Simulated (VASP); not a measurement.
# Y: structure and properties in VASP, part 2 of 2

Aim: relax Y, then compute properties on the relaxed cell. The start is a cell from a database of measured crystal structures.

VASP 6.6.1; SCAN; plane waves and PAW (Y_sv).

Still holding for the runs below: The k-mesh is coarse for a metal.

So far. Step 12 (Volume scan with SCAN, volume scale 1.04): The run ends at a pressure of -1.54 GPa.

## 13. Volume scan with SCAN, volume scale 1.06

A prediction first. A parabola through the 6 pressures of evenly scaled cells so far, P = 0.03 -43.7 t +100 t² GPa with t = ln(V/V₁) and V₁ the volume at scale 1, gives -2.18 GPa at t = +0.0583.

File INCAR:

```
SYSTEM = Y
PREC = Accurate
ENCUT = 400
EDIFF = 1E-06
NELM = 100
ISMEAR = 1
SIGMA = 0.2
LREAL = .FALSE.
ALGO = Normal
METAGGA = SCAN
LASPH = .TRUE.
NBANDS = 17
LORBIT = 11
LWAVE = .FALSE.
LCHARG = .FALSE.
KPAR = 2
ISIF = 2
```

File POSCAR:

```
Y
1.0
    3.7491362200      0.0000000000      0.0000000000
   -1.8745681099      3.2468472088      0.0000000000
    0.0000000000      0.0000000000      5.7661344657
Y
2
Direct
    0.3333333333      0.6666666667      0.2500000000
    0.6666666667      0.3333333333      0.7500000000
```

File KPOINTS:

```
Automatic mesh
0
Gamma
7 7 4
0 0 0
```

PAW data sets: Y_sv (PBE family, release 64).

Command:

```console
> mpirun -np 2 vasp_std
```

It took 43 s on 2 MPI ranks of Intel Xeon 6975P-C (Granite Rapids), shared host; peak memory 0.33 GiB; 75 s of CPU time.

The pressure falls from -1.54 to -2.24 GPa. The parabola predicted -2.18 GPa, +0.05 GPa off.

## 14. Comparing the runs

Times are for 2 MPI ranks of Intel Xeon 6975P-C (Granite Rapids), shared host. The runs compared:

| no. | volume scale | energy above the lowest point (meV/atom) | pressure (GPa) | time | memory (GiB) |
| --- | --- | --- | --- | --- | --- |
| 1 | 0.94 | 19.85 | 3.107 | 31 s | 0.32 |
| 2 | 0.96 | 8.97 | 1.983 | 30 s | 0.32 |
| 3 | 0.98 | 2.51 | 0.9453 | 27 s | 0.33 |
| 4 | 1 | 0 | 0.02052 | 23 s | 0.33 |
| 5 | 1.02 | 1.01 | -0.7962 | 22 s | 0.32 |
| 6 | 1.04 | 5.18 | -1.537 | 30 s | 0.33 |
| 7 | 1.06 | 12.26 | -2.236 | 43 s | 0.33 |

## 15. Fit for SCAN

This step: Birch-Murnaghan fit, SCAN; plane waves and PAW (VASP 6.6.1).

No new run; the numbers come from the runs before.

Numbers from this step:

```
pressure derivative of the bulk modulus : 4.393
r.m.s. error of the fit                 : 1.11e-5 eV/atom
minimum inside the sampled range        : yes
bulk modulus                            : 42.05 GPa
equilibrium volume of the fit           : 33.24 Å³/atom
```

The energy above the fitted minimum by volume:

| volume (Å³/atom) | energy above the fitted minimum (eV/atom) |
| --- | --- |
| 31.12 | 0.0199 |
| 31.78 | 0.00905 |
| 32.45 | 0.00259 |
| 33.11 | 8.0e-5 |
| 33.77 | 0.00109 |
| 34.43 | 0.00526 |
| 35.10 | 0.0123 |

The fitted volume lies +0.40 % from the relaxed one. At a finite cutoff and mesh the minimum of the energy and the zero of the stress don't quite coincide, and the relaxation stops at a threshold.

## 16. Independent-particle dielectric function (SCAN)

This step: SCAN; plane waves and PAW (Y_sv) (VASP 6.6.1).

LOPTICS sums transitions from filled to empty bands. The mesh is finer than in the run before. NBANDS is raised for it.

Changes to INCAR since step 13:

```diff
@@ -11,3 +11,3 @@
 LASPH = .TRUE.
-NBANDS = 17
+NBANDS = 27
 LORBIT = 11
@@ -16,2 +16,4 @@
 KPAR = 2
-ISIF = 2
+LOPTICS = .TRUE.
+NEDOS = 1500
+CSHIFT = 0.1
```

File POSCAR:

```
Y
1.0
    3.6770194897      0.0000000000      0.0000000000
   -1.8385097448      3.1843922883      0.0000000000
    0.0000000000      0.0000000000      5.6552196470
Y
2
Direct
    0.3333333333      0.6666666667      0.2500000000
    0.6666666667      0.3333333333      0.7500000000
```

File KPOINTS:

```
Automatic mesh
0
Gamma
10 10 6
0 0 0
```

Command:

```console
> mpirun -np 2 vasp_std
```

Elapsed: 61 s, on 2 MPI ranks; peak memory 0.52 GiB; 1.8 min of CPU time.

The imaginary part turns negative at the lowest energies, an artefact of Methfessel-Paxton occupations outside 0 and 1. These are independent-particle spectra without excitons or local fields, and fine structure depends on the mesh and on CSHIFT. The intraband (Drude) part is not in this spectrum.

Numbers from this step:

```yaml
scf_cycles: 16
bands: 27
irreducible_k_points: 56
free_energy_toten: -55.6482 eV
energy_at_zero_smearing: -55.6487 eV
fermi_energy: 2.966 eV
pressure: -0.03804 GPa
```

The imaginary dielectric function has structure finer than the step of the table below, so its rows give means over 1 eV, whole bins alone (the curve runs from 0 to 25.0 eV). Peaks (eV: height): xx 0.2: 39.0, 1.4: 24.5; zz 0.4: 12.4, 1.8: 25.1, 2.4: 22.4.

The imaginary dielectric function by photon energy; means over each step:

| photon energy (eV) | xx | zz |
| --- | --- | --- |
| 1 | 20.8 | 8.91 |
| 2 | 18.2 | 21.9 |
| 3 | 7.85 | 12.2 |
| 4 | 4.67 | 4.29 |
| 5 | 3.66 | 2.64 |
| 6 | 3.14 | 2.21 |
| 7 | 3.46 | 2.07 |
| 8 | 3.34 | 2.90 |
| 9 | 1.32 | 1.36 |
| 10 | 0.773 | 0.798 |
| 11 | 0.466 | 0.467 |
| 12 | 0.326 | 0.334 |
| 13 | 0.261 | 0.269 |
| 14 | 0.184 | 0.162 |
| 15 | 0.0869 | 0.137 |
| 16 | 0.0506 | 0.0645 |
| 17 | 0.0257 | 0.0254 |
| 18 | 0.0155 | 0.0150 |
| 19 | 0.0135 | 0.0131 |
| 20 | 0.0153 | 0.0151 |
| 21 | 0.0203 | 0.0203 |
| 22 | 0.0347 | 0.0348 |
| 23 | 0.216 | 0.206 |
| 24 | 1.22 | 1.30 |

The real dielectric function by photon energy:

| photon energy (eV) | xx | zz |
| --- | --- | --- |
| 0 | 82.9 | 22.5 |
| 1 | 16.7 | 20.9 |
| 2 | -1.10 | 5.27 |
| 3 | -3.54 | -6.93 |
| 4 | -1.61 | -2.95 |
| 5 | 0.165 | -0.764 |
| 6 | 0.166 | -0.729 |
| 7 | 0.00665 | 0.509 |
| 8 | -2.31 | -0.685 |
| 9 | -1.28 | -1.14 |
| 10 | -0.876 | -0.474 |
| 11 | -0.200 | -0.130 |
| 12 | 0.0345 | 0.203 |
| 13 | 0.268 | 0.411 |
| 14 | 0.472 | 0.541 |
| 15 | 0.573 | 0.648 |
| 16 | 0.761 | 0.775 |
| 17 | 0.897 | 0.929 |
| 18 | 1.03 | 1.06 |
| 19 | 1.16 | 1.19 |
| 20 | 1.30 | 1.32 |
| 21 | 1.47 | 1.50 |
| 22 | 1.72 | 1.75 |
| 23 | 2.28 | 2.31 |
| 24 | 2.00 | 2.57 |

## 17. What came out

```yaml
relaxed_volume: 33.11 Å³/atom
relaxed_conventional_cell_a_b_c: 3.677, 3.677, 5.655 Å; angles 90.0, 90.0, 120.0°
space_group_after_relaxing_within_0p02_a: P6_3/mmc (No. 194)
band_gap: none, a metal
dos_at_the_fermi_level: 3.93 states/eV/cell
bulk_modulus_from_the_fit: 42.0 GPa
volume_from_the_fit: 33.2 Å³/atom
```

With SCAN, Y relaxes to 33.11 Å³/atom in space group P6_3/mmc (held by the symmetry of the run), comes out as a metal and has a bulk modulus of 42.0 GPa. Against the listed cell the volume lies +0.3 % (a +0.8 %, c -1.3 %). Bands along the symmetry lines (SCAN): Of the bands kept, 2 cross the Fermi level on this path. Spin-orbit coupling is left out; it would split some degenerate bands. The k-sampling is coarse for a metal, so the Fermi level, pressures and the shape of the cell carry errors. No search among competing phases was made. All values are for a static lattice at zero temperature.

[Lines on the potential files, build, host, timing and source positions are cut from VASP's logs without a mark.]

[Logs are printed without paths, hosts, clocks, repeated set-up lines and the standing remarks that a program may print on its own settings, such as how far it seeks lower states.]

[Hosts, paths, dates, database ids (printed as entryN), source tags and the programs' standing remarks are cut or masked in the printed files.]

[A measured line is paired with the nearest computed mode of its activity, which favours agreement.]
